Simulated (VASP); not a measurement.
TcSe2:

```
Tc Se
1.0
     1.92842    1.11337    5.83034
    -1.92842    1.11337    5.83034
     0.00000   -2.22675    5.83034
Tc Se
1 2
Cartesian
  0.0000 0.0000 0.0000
  0.0000 0.0000 4.4077
  0.0000 0.0000 13.0833
```

The cell was built by a generator and needn't be a form met in nature.

Base run:

```yaml
Program: VASP 6.6.1
Functional: r2SCAN
Potentials_or_basis: VASP PAW PBE potentials, release 64 (Tc_pv, Se)
Cutoff: 520 eV
k_mesh: 6 × 6 × 6
Occupations: gaussian, width 0.05 eV
Spin: collinear spin, zero start
Starting_moments: "[0.0, 0.0, 0.0] μB"
Hubbard_terms: Tc d U = 2 eV
```

Its results: band gap on the k mesh none (metal or under the smearing width); pressure -12.3 GPa; net moment 0.00 μB per cell; largest force 1.121 eV/Å.

Problem. The run is repeated on the same cell with these changes: spin from collinear spin, zero start to collinear spin, ferromagnetic start; moments at the start from [0.0, 0.0, 0.0] to [0.5, 0.0, 0.0]. What comes out?

Solution. Band gap on the k mesh 0.18 eV, indirect (least direct gap 0.50 eV); pressure -4.1 GPa; net moment 3.00 μB per cell; site moments Tc +2.98; Se -0.05 μB; largest force 0.444 eV/Å.

Caveats: the PAW data sets were made with another functional, which shifts forces and pressure a little.

A k mesh can miss the band edges.

Not every run made on this cell is shown here.
